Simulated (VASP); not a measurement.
The system is Cs2InAgBr6.

```
Cs In Ag Br
1.0
     0.00000    5.61200    5.61200
     5.61200    0.00000    5.61200
     5.61200    5.61200    0.00000
Cs In Ag Br
2 1 1 6
Direct
  0.75000 0.75000 0.75000
  0.25000 0.25000 0.25000
  0.00000 0.00000 0.00000
  0.50000 0.50000 0.50000
  0.75599 0.24400 0.24400
  0.24400 0.24400 0.75599
  0.24400 0.75599 0.75599
  0.24400 0.75599 0.24400
  0.75599 0.24400 0.75599
  0.75599 0.75599 0.24400
```

The cell comes from a database or a generator and needn't be the stable form of this composition.

```yaml
Program: VASP 6.6.1
Task: relaxation of cell and atoms
Functional: r2SCAN
Potentials_or_basis: VASP PAW PBE potentials, release 64 (Cs_sv, In_d, Ag, Br)
Cutoff: 600 eV
k_mesh: 6 × 6 × 6
Occupations: methfessel-paxton, width 0.1 eV
Spin: no spin polarisation
```

At the start: pressure -1.1 GPa; volume 35.35 Å³/atom.

**Question.** Where does the relaxation end?

**Answer.** Over 5 steps the energy falls by 5.2 meV/atom and the volume is 33.89 Å³/atom (-4.1 %); space group Fm-3m (No. 225, to 0.05 Å).

Step by step:
```
step  energy change (eV)  largest force (eV/Å)  pressure (GPa)  volume (Å³)
   1              0.0000                0.1143           -1.11       353.49
   2             -0.0507                0.0407           -0.12       341.07
   3             -0.0511                0.0558           -0.02       339.98
   4             -0.0519                0.0359           -0.02       339.60
   5             -0.0524                0.0018            0.00       338.89
```

Final structure:
```
Cs In Ag Br
1.0
     0.00000    5.53360    5.53360
     5.53360    0.00000    5.53360
     5.53360    5.53360    0.00000
Cs In Ag Br
2 1 1 6
Direct
  0.75000 0.75000 0.75000
  0.25000 0.25000 0.25000
  0.00000 0.00000 0.00000
  0.50000 0.50000 0.50000
  0.75584 0.24416 0.24416
  0.24416 0.24416 0.75584
  0.24416 0.75584 0.75584
  0.24416 0.75584 0.24416
  0.75584 0.24416 0.75584
  0.75584 0.75584 0.24416
```

Caveat: the PAW data sets were made with another functional, which shifts forces and pressure a little.
